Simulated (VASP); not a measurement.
A convergence study with VASP on BaTiO3 (cubic perovskite): one setting is varied, all else stays as given below, so the limit is that of these other settings. Each run relaxes cell and ions; the cell shown is the tightest run's result.

```
BaTiO3
1.0
    4.03144     0.00000     0.00000
    0.00000     4.03144     0.00000
    0.00000     0.00000     4.03144
Ba Ti O
1 1 3
Cartesian
  0.00000   0.00000   0.00000
  2.01572   2.01572   2.01572
  2.01572   0.00000   2.01572
  0.00000   2.01572   2.01572
  2.01572   2.01572   0.00000
```

Calculation: PBE GGA, VASP's PBE PAW potentials (set 64) (plane waves; VASP 6.6.1). The tightest run used: 700 eV cut-off, 9×9×9 Γ-centred mesh, Gaussian smearing of 0.050 eV, potentials Ba_sv Ti_sv O.

The reference is 9×9×9 mesh, which took about 3 core-minutes. Costs are core time on shared hosts, one run each; read them as rough ratios.

**Question.** Of the settings 2×2×2 mesh; 3×3×3 mesh; 4×4×4 mesh; 5×5×5 mesh; 6×6×6 mesh; 7×7×7 mesh; 8×8×8 mesh; 9×9×9 mesh, which is the lowest that keeps the difference from the reference in relaxed volume (Å³/atom) within 0.05 from there on, and what does it cost?

**Answer.** 3×3×3 mesh; its cost over the reference is about 1/4.
| setting | difference in relaxed volume (Å³/atom) | cost over the reference |
|---|---|---|
| 2×2×2 mesh | 0.190 | about 1/4 |
| 3×3×3 mesh | 0.021 | about 1/4 |
| 4×4×4 mesh | 0.003 | about 1/3 |
| 5×5×5 mesh | 0.000 | about 1/2 |
| 6×6×6 mesh | 0.000 | within a factor of 2 |
| 7×7×7 mesh | 0.000 | within a factor of 2 |
| 8×8×8 mesh | 0.000 | within a factor of 2 |
| 9×9×9 mesh | 0.000 | reference |

Left out are rungs that failed or repeat a setting and relaxations that didn't move; long series are thinned to 24 rows.

The compound is BaTiO3 in the cubic perovskite structure, the ideal cubic form; the compound distorts at low or room temperature.
